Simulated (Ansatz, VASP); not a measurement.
# SiC: VASP beside Ansatz, part 2 of 3

Aim: how closely do two programs agree when they are given the same cell, functional and k mesh? The cell is taken from a series of runs on this material, whose earlier steps may have relaxed, scaled, displaced or heated it; both programs get it as it stands.

VASP 6.6.1 and Ansatz 0.2.0.

So far: The structure; VASP: zone-centre phonons, LDA.

### 2. VASP: zone-centre phonons, LDA (continued)

Level of this step: LDA; plane waves and PAW (C, Si) (VASP).

Parts of OUTCAR (step 2):

```text
ion  position               nearest neighbor table
   1  0.667  0.333  0.751-   7 1.88   7 1.88   7 1.88   5 1.93
   2  0.333  0.667  0.251-   8 1.88   8 1.88   8 1.88   6 1.93
   3  0.000  0.000  0.501-   6 1.88   6 1.88   6 1.88   7 1.92
   4  0.000  0.000  0.001-   5 1.88   5 1.88   5 1.88   8 1.92
   5  0.667  0.333  0.937-   4 1.88   4 1.88   4 1.88   1 1.93   8 3.12   8 3.12   8 3.12   7 3.12
                             7 3.12   7 3.12
   6  0.333  0.667  0.437-   3 1.88   3 1.88   3 1.88   2 1.93   7 3.12   7 3.12   7 3.12   8 3.12
                             8 3.12   8 3.12
   7  0.000  0.000  0.687-   1 1.88   1 1.88   1 1.88   3 1.92   6 3.12   6 3.12   6 3.12   5 3.12
                             5 3.12   5 3.12
   8  0.000  0.000  0.187-   2 1.88   2 1.88   2 1.88   4 1.92   5 3.12   5 3.12   5 3.12   6 3.12
                             6 3.12   6 3.12

  LATTYP: Found a hexagonal cell.
 ALAT       =     3.0509767592
 C/A-ratio  =     3.3800830393

 Subroutine GETGRP returns: Found 12 space group operations
 (whereof  6 operations were pure point group operations)

The static configuration has the point symmetry C_3v.
 The point group associated with its full space group is C_6v.

 Found     36 irreducible k-points:

   k-points           NKPTS =     36   k-points in BZ     NKDIM =     36   number of bands    NBANDS=     24

   dimension x,y,z NGX =    24 NGY =   24 NGZ =   84
   dimension x,y,z NGXF=    48 NGYF=   48 NGZF=  168

   ENCUT  =  600.0 eV  44.10 Ry    6.64 a.u.   6.09  6.09 20.60*2*pi/ulx,y,z

   NELECT =      32.0000    total number of electrons

 k-points in reciprocal lattice and weights: Automatic mesh
   0.00000000  0.00000000  0.00000000       0.003
   0.11111111  0.00000000  0.00000000       0.019
   0.22222222 -0.00000000  0.00000000       0.019
   0.33333333  0.00000000  0.00000000       0.019
   0.44444444 -0.00000000  0.00000000       0.019
   0.11111111  0.11111111  0.00000000       0.019
   0.22222222  0.11111111  0.00000000       0.037
   0.33333333  0.11111111  0.00000000       0.037
   0.44444444  0.11111111  0.00000000       0.019
[...]
0.33333333  0.22222222  0.50000000       0.037
   0.33333333  0.33333333  0.50000000       0.006

 average (electrostatic) potential at core
       1 -49.0835       2 -49.0835       3 -49.1286       4 -49.1286       5 -82.0279
       6 -82.0279       7 -81.9893       8 -81.9893

   1 f  =   26.280450 THz   165.124939 2PiTHz  876.621463 cm-1   108.687160 meV
             X         Y         Z           dx          dy          dz
      1.525488  0.880741  7.739801    -0.000000    0.000000    0.195739
      0.000000  1.761482  2.583523    -0.000000   -0.000000   -0.195739
      0.000000  0.000000  5.167381    -0.000000   -0.000000    0.581609
      0.000000  0.000000  0.011104    -0.000000   -0.000000   -0.581609
      1.525488  0.880741  9.665342     0.000000   -0.000000    0.206650
      0.000000  1.761482  4.509065     0.000000    0.000000   -0.206650
      0.000000  0.000000  7.086373     0.000000   -0.000000   -0.284100
      0.000000  0.000000  1.930096    -0.000000    0.000000    0.284100

   2 f  =   26.042146 THz   163.627630 2PiTHz  868.672494 cm-1   107.701614 meV
             X         Y         Z           dx          dy          dz
      1.525488  0.880741  7.739801    -0.000000    0.000000   -0.579011
      0.000000  1.761482  2.583523     0.000000    0.000000    0.579011
      0.000000  0.000000  5.167381    -0.000000    0.000000    0.197844
      0.000000  0.000000  0.011104    -0.000000    0.000000   -0.197844
      1.525488  0.880741  9.665342     0.000000   -0.000000    0.283677
      0.000000  1.761482  4.509065     0.000000   -0.000000   -0.283677
      0.000000  0.000000  7.086373     0.000000   -0.000000    0.212442
      0.000000  0.000000  1.930096    -0.000000   -0.000000   -0.212442

   3 f  =   23.894502 THz   150.133584 2PiTHz  797.034793 cm-1    98.819675 meV
             X         Y         Z           dx          dy          dz
      1.525488  0.880741  7.739801    -0.000000   -0.000000    0.471002
      0.000000  1.761482  2.583523    -0.000000   -0.000000    0.471002
      0.000000  0.000000  5.167381    -0.000000   -0.000000   -0.514727
      0.000000  0.000000  0.011104    -0.000000   -0.000000   -0.514727
      1.525488  0.880741  9.665342     0.000000    0.000000    0.094322
      0.000000  1.761482  4.509065     0.000000    0.000000    0.094322
      0.000000  0.000000  7.086373     0.000000    0.000000   -0.065696
      0.000000  0.000000  1.930096     0.000000    0.000000   -0.065696

   4 f  =   23.683047 THz   148.804971 2PiTHz  789.981402 cm-1    97.945167 meV
             X         Y         Z           dx          dy          dz
      1.525488  0.880741  7.739801     0.409104    0.000001    0.000000
      0.000000  1.761482  2.583523     0.409104    0.000001    0.000000
      0.000000  0.000000  5.167381     0.427625    0.000001   -0.000000
      0.000000  0.000000  0.011104     0.427625    0.000001   -0.000000
      1.525488  0.880741  9.665342    -0.278063   -0.000001    0.000000
      0.000000  1.761482  4.509065    -0.278063   -0.000001    0.000000
      0.000000  0.000000  7.086373    -0.269169   -0.000001   -0.000000
      0.000000  0.000000  1.930096    -0.269169   -0.000001   -0.000000

   5 f  =   23.683047 THz   148.804971 2PiTHz  789.981402 cm-1    97.945167 meV
             X         Y         Z           dx          dy          dz
      1.525488  0.880741  7.739801    -0.000001    0.409104    0.000000
      0.000000  1.761482  2.583523    -0.000001    0.409104    0.000000
      0.000000  0.000000  5.167381    -0.000001    0.427625   -0.000000
      0.000000  0.000000  0.011104    -0.000001    0.427625   -0.000000
      1.525488  0.880741  9.665342     0.000001   -0.278063    0.000000
      0.000000  1.761482  4.509065     0.000001   -0.278063    0.000000
      0.000000  0.000000  7.086373     0.000001   -0.269169   -0.000000
      0.000000  0.000000  1.930096     0.000001   -0.269169    0.000000

   6 f  =   23.229411 THz   145.954695 2PiTHz  774.849755 cm-1    96.069082 meV
             X         Y         Z           dx          dy          dz
      1.525488  0.880741  7.739801    -0.456322    0.000001   -0.000000
      0.000000  1.761482  2.583523     0.456322   -0.000001   -0.000000
      0.000000  0.000000  5.167381     0.393934   -0.000001    0.000000
      0.000000  0.000000  0.011104    -0.393934    0.000001    0.000000
      1.525488  0.880741  9.665342     0.276135   -0.000000   -0.000000
      0.000000  1.761482  4.509065    -0.276135    0.000000    0.000000
      0.000000  0.000000  7.086373     0.245633   -0.000000    0.000000
      0.000000  0.000000  1.930096    -0.245633    0.000000    0.000000

   7 f  =   23.229411 THz   145.954695 2PiTHz  774.849755 cm-1    96.069082 meV
             X         Y         Z           dx          dy          dz
      1.525488  0.880741  7.739801     0.000001    0.456322    0.000000
      0.000000  1.761482  2.583523    -0.000001   -0.456322    0.000000
      0.000000  0.000000  5.167381    -0.000001   -0.393934   -0.000000
      0.000000  0.000000  0.011104     0.000001    0.393934   -0.000000
      1.525488  0.880741  9.665342    -0.000000   -0.276135   -0.000000
      0.000000  1.761482  4.509065     0.000000    0.276135    0.000000
      0.000000  0.000000  7.086373    -0.000000   -0.245633    0.000000
      0.000000  0.000000  1.930096     0.000000    0.245633   -0.000000

   8 f  =   23.036262 THz   144.741103 2PiTHz  768.406991 cm-1    95.270282 meV
             X         Y         Z           dx          dy          dz
      1.525488  0.880741  7.739801     0.391231    0.000007    0.000000
      0.000000  1.761482  2.583523    -0.391231   -0.000007    0.000000
      0.000000  0.000000  5.167381     0.454965    0.000008    0.000000
      0.000000  0.000000  0.011104    -0.454965   -0.000008   -0.000000
      1.525488  0.880741  9.665342     0.247220    0.000004   -0.000000
      0.000000  1.761482  4.509065    -0.247220   -0.000004   -0.000000
      0.000000  0.000000  7.086373    -0.280762   -0.000005   -0.000000
      0.000000  0.000000  1.930096     0.280762    0.000005   -0.000000

   9 f  =   23.036262 THz   144.741103 2PiTHz  768.406991 cm-1    95.270282 meV
             X         Y         Z           dx          dy          dz
      1.525488  0.880741  7.739801     0.000007   -0.391231   -0.000000
      0.000000  1.761482  2.583523    -0.000007    0.391231   -0.000000
      0.000000  0.000000  5.167381     0.000008   -0.454965    0.000000
      0.000000  0.000000  0.011104    -0.000008    0.454965    0.000000
      1.525488  0.880741  9.665342     0.000004   -0.247220   -0.000000
      0.000000  1.761482  4.509065    -0.000004    0.247220   -0.000000
      0.000000  0.000000  7.086373    -0.000005    0.280762   -0.000000
      0.000000  0.000000  1.930096     0.000005   -0.280762    0.000000

  10 f  =   22.690531 THz   142.568810 2PiTHz  756.874638 cm-1    93.840453 meV
             X         Y         Z           dx          dy          dz
      1.525488  0.880741  7.739801    -0.439159    0.000002   -0.000000
      0.000000  1.761482  2.583523    -0.439159    0.000002   -0.000000
      0.000000  0.000000  5.167381     0.422027   -0.000002    0.000000
      0.000000  0.000000  0.011104     0.422027   -0.000002    0.000000
      1.525488  0.880741  9.665342    -0.248335    0.000001   -0.000000
      0.000000  1.761482  4.509065    -0.248335    0.000001    0.000000
      0.000000  0.000000  7.086373     0.259541   -0.000001    0.000000
      0.000000  0.000000  1.930096     0.259541   -0.000001    0.000000

  11 f  =   22.690531 THz   142.568810 2PiTHz  756.874638 cm-1    93.840453 meV
             X         Y         Z           dx          dy          dz
      1.525488  0.880741  7.739801     0.000002    0.439159    0.000000
      0.000000  1.761482  2.583523     0.000002    0.439159    0.000000
      0.000000  0.000000  5.167381    -0.000002   -0.422027   -0.000000
      0.000000  0.000000  0.011104    -0.000002   -0.422027    0.000000
    [... 145 further lines ...]
      0.000000  0.000000  7.086373     0.000000   -0.000000   -0.418441
      0.000000  0.000000  1.930096     0.000000   -0.000000   -0.418441

 MACROSCOPIC STATIC DIELECTRIC TENSOR IONIC CONTRIBUTION
 ------------------------------------------------------
           3.215491    -0.000000     0.000000
          -0.000000     3.215491    -0.000000
           0.000000    -0.000000     3.970361
 ------------------------------------------------------

 ELASTIC MODULI CONTR FROM IONIC RELAXATION (kBar)
 Direction    XX          YY          ZZ          XY          YZ          ZX
 --------------------------------------------------------------------------------
 XX        -429.6992    227.8953    105.2999      0.0000     -0.0000      0.0000
 YY         227.8953   -429.6992    105.2999     -0.0000      0.0000     -0.0000
 ZZ         105.2999    105.2999   -110.6513     -0.0000     -0.0000      0.0000
 XY           0.0000     -0.0000     -0.0000   -328.7972      0.0000     -0.0000
 YZ          -0.0000      0.0000     -0.0000      0.0000   -108.1528      0.0000
 ZX           0.0000     -0.0000      0.0000     -0.0000      0.0000   -115.9270
 --------------------------------------------------------------------------------

 PIEZOELECTRIC TENSOR IONIC CONTR  for field in x, y, z        (C/m^2)
          XX          YY          ZZ          XY          YZ          ZX
  --------------------------------------------------------------------------------
  x    -0.00000     0.00000    -0.00000     0.00000    -0.00000     0.57349
  y     0.00000    -0.00000     0.00000     0.00000     0.55375    -0.00000
  z     0.59469     0.59469    -0.62147    -0.00000    -0.00000     0.00000
```

(Part 2 of 3 ends here.)

[Lines on the potential files, build, host, timing and source positions are cut from VASP's logs without a mark.]

[Logs are printed without paths, hosts, clocks, repeated set-up lines and the standing remarks that a program may print on its own settings, such as how far it seeks lower states.]

[Hosts, paths, dates, database ids (printed as entryN), source tags and the programs' standing remarks are cut or masked in the printed files.]
